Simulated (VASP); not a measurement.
Input:

```
CELL_PARAMETERS angstrom
      1.54000    -2.66736     0.00000
      1.54000     2.66736     0.00000
      0.00000     0.00000     5.05000
ATOMIC_POSITIONS crystal
  Si 0.66667 0.33333 0.50000
  Si 0.33333 0.66667 0.00000
  C  0.66667 0.33333 0.87500
  C  0.33333 0.66667 0.37500
```

Calculation: LDA (Ceperley-Alder, Perdew-Zunger), VASP's LDA PAW potentials (set 64) (plane waves; VASP). Settings: 400 eV cut-off, 6×6×4 Γ-centred mesh, Fermi-Dirac smearing of 0.020 eV, potentials Si C.

**Question.** Give the energies of bands 3 to 11 at the high-symmetry points, in eV from the valence-band maximum.

**Answer.** 
```tsv
band	Γ	M	K	A	L	H
3	-8.73	-7.74	-6.77	-4.44	-8.28	-7.76
4	-1.33	-6.27	-6.24	-4.44	-8.28	-7.76
5	-1.32	-5.47	-6.24	-0.72	-2.46	-5.67
6	-0.15	-3.34	-4.08	-0.72	-2.46	-5.67
7	0.00	-3.33	-4.08	-0.72	-2.35	-1.76
8	0.00	-1.20	-3.83	-0.72	-2.35	-1.76
9	4.71	2.65	2.12	5.78	3.19	5.00
10	6.19	4.12	8.01	5.78	3.19	5.00
11	6.51	6.76	8.73	7.21	5.14	5.88
```

The gap is indirect, 2.12 eV, from the valence maximum at Γ to the conduction minimum at K.

The structure is a typed SiC crystal (P6_3mc). The cell was not relaxed at this level.
